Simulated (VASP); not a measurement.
Data:

```xyz
2
Lattice="2.9380 0.0000 0.0000 0.0000 2.9380 0.0000 0.0000 0.0000 2.9380" Properties=species:S:1:pos:R:3 pbc="T T T"
Cr     0.0000     0.0000     0.0000
Cr     1.4690     1.4690     1.4690
```
Starting moments (μB, in the order of the record's atoms Cr Cr): 2.7 -2.7.

Method: r2SCAN meta-GGA, VASP's PBE PAW potentials (set 64) (plane waves; VASP). Settings: 520 eV cut-off, 12×12×12 Γ-centred mesh, first-order Methfessel-Paxton smearing of 0.10 eV, potentials Cr_pv.

Problem. Give the stress tensor in GPa (positive for a compressed cell).

Solution. 
```
2.87  0.00  0.00
0.00  2.87  0.00
0.00  0.00  2.87
```
The pressure is its mean diagonal, 2.87 GPa.

The compound is Cr in the bcc, AFM order structure. This cell is one point of a volume scan, at 0.97 of the reference volume.
